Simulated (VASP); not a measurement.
Input for VASP

**POSCAR**
```
KI
1.0
  0.0000000000   3.5350000000   3.5350000000
  3.5350000000   0.0000000000   3.5350000000
  3.5350000000   3.5350000000   0.0000000000
K I
1 1
Cart
  0.0000000000   0.0000000000   0.0000000000
  3.5350000000   3.5350000000   3.5350000000
```

**INCAR**
```
SYSTEM = KI
PREC = Accurate
ENCUT = 520
EDIFF = 1E-6
NELM = 100
ALGO = Normal
LREAL = .FALSE.
LASPH = .TRUE.
ISMEAR = 0
SIGMA = 0.05
GGA = ML
ZAB_VDW = -1.8867
LUSE_VDW = .TRUE.
AGGAC = 0.0
LMAXMIX = 4
LWAVE = .FALSE.
LCHARG = .FALSE.
IBRION = 2
ISIF = 3
NSW = 60
EDIFFG = -0.01
```

### KPOINTS
```
Automatic mesh
0
Gamma
6 6 6
0 0 0
```

POTCAR, in this order: K_sv I (PBE.64 set). Program: vasp_std.

Translate this vdW-DF2 calculation to Quantum ESPRESSO's pw.x.

One equivalent input (not run):
```
&CONTROL
  calculation = 'vc-relax'
  pseudo_dir = './pseudo'
  outdir = './out'
  tprnfor = .true.
  tstress = .true.
  nstep = 60
  forc_conv_thr = 0.00039
/
&SYSTEM
  ibrav = 0
  nat = 2
  ntyp = 2
  ecutwfc = 74
  occupations = 'smearing'
  smearing = 'gaussian'
  degauss = 0.003675
  input_dft = 'vdw-df2'
/
&ELECTRONS
  conv_thr = 7.3e-08
  electron_maxstep = 100
/
&IONS
/
&CELL
/
ATOMIC_SPECIES
  K 39.098 K.upf
  I 126.904 I.upf
CELL_PARAMETERS angstrom
     0.0000000    3.5350000    3.5350000
     3.5350000    0.0000000    3.5350000
     3.5350000    3.5350000    0.0000000
ATOMIC_POSITIONS crystal
  K    0.0000000  0.0000000  0.0000000
  I    0.5000000  0.5000000  0.5000000
K_POINTS automatic
  6 6 6 0 0 0
```
What does not carry over: the potentials are each code's own (VASP's PAW set, PseudoDojo norm-conserving files in pw.x), so ENCUT and ecutwfc are chosen apart and not converted; conv_thr bounds pw.x's estimated SCF error, while EDIFF bounds the energy change between steps; forc_conv_thr acts on force components and is met together with etot_conv_thr.

The compound is KI in the rock salt structure. This run relaxes it. Symmetry was kept, so distortions that lower it aren't found.
